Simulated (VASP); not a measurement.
These are PBEsol GGA, VASP's PBE PAW potentials (set 64) (plane waves; VASP) values and carry that method's errors.

The input files of a VASP run:

### KPOINTS
```
Automatic mesh
0
Gamma
16 16 16
0 0 0
```

File POSCAR:
```
In
1
   -1.6209384663     1.6209384663     2.4979946778
    1.6209384663    -1.6209384663     2.4979946778
    1.6209384663     1.6209384663    -2.4979946778
In
1
Direct
  0.0000000000   0.0000000000   0.0000000000
```

**INCAR**
```
ALGO = Normal
EDIFF = 1E-7
EDIFFG = -0.01
ENCUT = 520
GGA = PS
IBRION = 2
ISIF = 4
ISMEAR = 1
LASPH = .TRUE.
LCHARG = .FALSE.
LMAXMIX = 4
LREAL = .FALSE.
LWAVE = .FALSE.
NELM = 100
NSW = 30
PREC = Accurate
SIGMA = 0.1
SYSTEM = In
```

POTCAR, in this order: In_d (PBE.64 set). Program: vasp_std.

Unless said otherwise, spin-orbit coupling is left out, though it shifts the bands of the heavy elements here.

What does the run give for the energy per atom (σ→0), band gap (on the k-mesh)?

```
Quantity                                                     Value
------------------------  ----------------------------------------
energy per atom (σ→0)                               -2.984 eV/atom
band gap (on the k-mesh)  none (metal, semimetal or under 0.01 eV)
```

OSZICAR:
```
...
   5 F= -.29837365E+01 E0= -.29837729E+01  d E =-.973580E-03
       N       E                     dE             d eps       ncg     rms          rms(c)
DAV:   1    -0.298392853711E+01   -0.19203E-03   -0.67990E-03  8020   0.906E-01    0.730E-02
DAV:   2    -0.298381224817E+01    0.11629E-03   -0.15450E-04 10052   0.268E-01    0.482E-02
DAV:   3    -0.298374115662E+01    0.71092E-04   -0.86306E-05  8616   0.284E-01    0.115E-02
DAV:   4    -0.298374216513E+01   -0.10085E-05   -0.11607E-05  7558   0.401E-02    0.136E-02
DAV:   5    -0.298374216389E+01    0.12399E-08   -0.33674E-07  7184   0.812E-03
   6 F= -.29837422E+01 E0= -.29837798E+01  d E =-.979251E-03
```

The compound is In in the bct structure. This cell is one point of a volume scan, at 1.03 of the reference volume. Symmetry was kept, so distortions that lower it aren't found.
